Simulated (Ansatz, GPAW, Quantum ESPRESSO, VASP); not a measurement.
## One structure in several programs: CaPt₅ (P1, 6 atoms in the cell)

Self-consistent single point.

```
CELL_PARAMETERS angstrom
      5.35566     0.00000     0.00000
     -2.67783     4.63814     0.00000
      0.00000     0.00000     4.39443
ATOMIC_POSITIONS crystal
  Ca 0.00031 0.00096 0.01205
  Pt 0.33242 0.68951 0.03193
  Pt 0.67420 0.33655 0.94939
  Pt 0.50294 0.99927 0.49920
  Pt 0.49092 0.50172 0.51942
  Pt 0.99922 0.47200 0.48802
```

Shared settings, as Ansatz (a first-principles code) writes them: kpoints.mp_grid.grid = 4 4 4; scf.occupations.method = gaussian; scf.occupations.width = 0.0073 Ry. Potentials and cutoffs stand in the table.

```
code                                                              model  pressure (GPa)  largest force (eV/Å)   cutoff
----------------  -----------------------------------------------------  --------------  --------------------  -------
Quantum ESPRESSO   PBEsol, GBRV 1.5 ultrasoft (PBESOL) pseudopotentials            1.01                 4.115    40 Ry
Ansatz                                  PBEsol, PAW files made with PBE            1.94                 4.117  30.9 Ry
VASP                         PBEsol, VASP's PBE PAW potentials (set 64)            1.30                 4.072   300 eV
GPAW              PBEsol, GPAW PAW datasets PBEsol (made by gpaw-setup)            1.86                 4.012   550 eV
```

Size of the force on each atom (eV/Å): Sizes of forces hide their directions.

```tsv
code	Ca1	Pt2	Pt3	Pt4	Pt5	Pt6
Quantum ESPRESSO	0.130	2.653	4.115	0.552	1.603	1.019
Ansatz	0.130	2.656	4.117	0.555	1.605	1.022
VASP	0.132	2.623	4.072	0.545	1.591	1.013
GPAW	0.126	2.580	4.012	0.550	1.592	1.012
```

On Ansatz's run: spin-orbit coupling is off. Spin polarisation is off.

The spread over the programs that give each value: pressure within 0.93 GPa; largest force within 0.105 eV/Å.

Ansatz's pressure is given at a fixed set of plane waves, as the other plane-wave codes print theirs; with its correction for the finite basis it is 2.00 GPa. In the force vectors, GPAW (by 0.082) lies more than 0.08 eV/Å from the median of the plane-wave programs.

The shared mesh is coarse (it stands for a supercell whose shortest vector is 18 Å), so the values are not converged in it.

VASP's run is marked for a possible Pulay error in its stress at this cutoff; no cutoff test was made.

The starting cell comes from a database of computed structures (which also holds hypothetical and non-ambient phases and stackings), without a prior relaxation at this level. Its atoms were displaced at random from the sites of space group no. 191.

Left out of this page: CP2K and SIESTA (not drawn, or without a comparable value).

Keys are those of Ansatz 0.2.
